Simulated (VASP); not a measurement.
A run of VASP 6.6.1:

Contents of INCAR:

```
SYSTEM = LiH12ClO6
PREC = Accurate ; ENCUT = 520
EDIFF = 1E-7 ; ISMEAR = -1
SIGMA = 0.05 ; LREAL = Auto
LASPH = .True. ; NELM = 100
ALGO = Normal ; ISIF = 2
LWAVE = .False. ; LCHARG = .True.
GGA = CA ; LELF = .True.
LVHAR = .True. ; NBANDS = 45
```

Contents of KPOINTS:

```
Automatic mesh
0
Gamma
  1 1 1
  0 0 0
```

The input POSCAR:

```
LiH12ClO6
1.0
    5.6378390000      0.0000000000      0.0000000000
    0.0000000000      5.6378390000      0.0000000000
    0.0000000000      0.0000000000      5.6378390000
O H Li Cl
6 12 1 1
Direct
    0.8071000254      0.1586423451      0.5555320044
    0.1638216345      0.3940694298      0.7836867991
    0.3665943635      0.2106480870      0.2205454962
    1.0033454308      0.9227116986     -0.0110858079
    0.9999043960      0.4653201342      0.2415641880
    0.2192329366      0.7953934123      0.4195579193
    0.7337740578      0.2813844099      0.6552510634
    0.7579322503      0.0016850428      0.6194394696
    0.0871965304      0.2738637978      0.6689442533
    0.0324947201      0.4023527454      0.9137721031
    0.3148369437      0.0569544466      0.2857477839
    0.3700886102      0.1958551849      0.0486888682
    1.0353789812      0.8703157362      0.1536226912
    0.8557356817      0.8366680922     -0.0616548291
    1.1538640958      0.3472784519      0.2457856636
    0.8676374050      0.3905397086      0.3337803722
    0.3817420114      0.7365410754      0.4535603092
    0.1032665175      0.6357755161      0.3475977232
    0.2067813572      0.7155578583      0.7737893899
    0.6347644904      0.6557831822      0.7302088619
```

Potentials or basis: VASP PAW LDA potentials, release 64 (O, H, Li_sv, Cl).

Launch:

```console
$ cat potpaw_LDA.64/O/POTCAR potpaw_LDA.64/H/POTCAR potpaw_LDA.64/Li_sv/POTCAR potpaw_LDA.64/Cl/POTCAR > POTCAR
$ mpirun -np 1 vasp_gam > vasp.out
```

Hardware: 1 thread of Intel(R) Xeon(R) 6975P-C (Granite Rapids) (shared host).

Problem. Estimate the wall time of this run.

Solution. Run time: 17 s on 1 thread of Intel(R) Xeon(R) 6975P-C (Granite Rapids) (shared host), peak memory 0.2 GiB. Counts: scf iterations 16, k points 1.
